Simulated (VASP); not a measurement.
These are PBE GGA with D3 dispersion (Becke-Johnson damping), VASP's PBE PAW potentials (set 64) (plane waves; VASP) values and carry that method's errors.

The input files of a VASP run:

INCAR:
```
! general
SYSTEM   =  InSb
PREC     =  Accurate
ENCUT    =  520   ! plane-wave cut-off (eV)
LREAL    =  F
LASPH    =  T   ! aspherical one-centre terms

! electronic loop
EDIFF    =  1E-7   ! SCF stop (eV)
NELM     =  100   ! most electronic steps
ALGO     =  Normal   ! blocked Davidson
LMAXMIX  =  4

! smearing
ISMEAR   =  1
SIGMA    =  0.1

! functional
GGA      =  PE   ! PBE
IVDW     =  12   ! D3, Becke-Johnson

! ions
ISIF     =  2

! output
LWAVE    =  F
LCHARG   =  F
```

KPOINTS:
```
Automatic mesh
0
Gamma
10 10 10
0 0 0
```

POSCAR:
```
InSb
1
    0.0000000000     3.2381878048     3.2381878048
    3.2381878048     0.0000000000     3.2381878048
    3.2381878048     3.2381878048     0.0000000000
In Sb
1 1
Direct
  1.0000000000   0.0000000000   0.0000000000
  0.2500000000   0.2500000000   0.2500000000
```

POTCAR, in this order: In_d Sb (PBE.64 set). Program: vasp_std.

Unless said otherwise, spin-orbit coupling is left out, though it shifts the bands of the heavy elements here.

What does the run give for the energy per atom (σ→0), dispersion energy, pressure, band gap (on the k-mesh)?

```json
{
  "energy per atom (σ→0)": "-3.785 eV/atom",
  "dispersion_energy": "-15.35 kcal/mol",
  "band gap (on the k-mesh)": "none (metal, semimetal or under 0.01 eV)",
  "pressure": "1.39 GPa"
}
```

**OSZICAR**
```
...
DAV:   8    -0.690388563776E+01   -0.94961E-03   -0.81074E-03  1554   0.124E+00    0.273E-01
DAV:   9    -0.690449156277E+01   -0.60593E-03   -0.91144E-04  1375   0.294E-01    0.810E-02
DAV:  10    -0.690457039623E+01   -0.78833E-04   -0.65654E-05  1548   0.661E-02    0.345E-02
DAV:  11    -0.690461144227E+01   -0.41046E-04   -0.72654E-05  1282   0.677E-02    0.190E-02
DAV:  12    -0.690461231265E+01   -0.87038E-06   -0.11413E-06  1547   0.879E-03    0.444E-03
DAV:  13    -0.690461263893E+01   -0.32629E-06   -0.17796E-06  1302   0.107E-02    0.230E-03
DAV:  14    -0.690461262806E+01    0.10873E-07   -0.23076E-08  1166   0.119E-03
   1 F= -.75702052E+01 E0= -.75702948E+01  d E =0.268813E-03
```

The compound is InSb in the zinc blende structure. This cell is one point of a volume scan, at 0.97 of the reference volume.
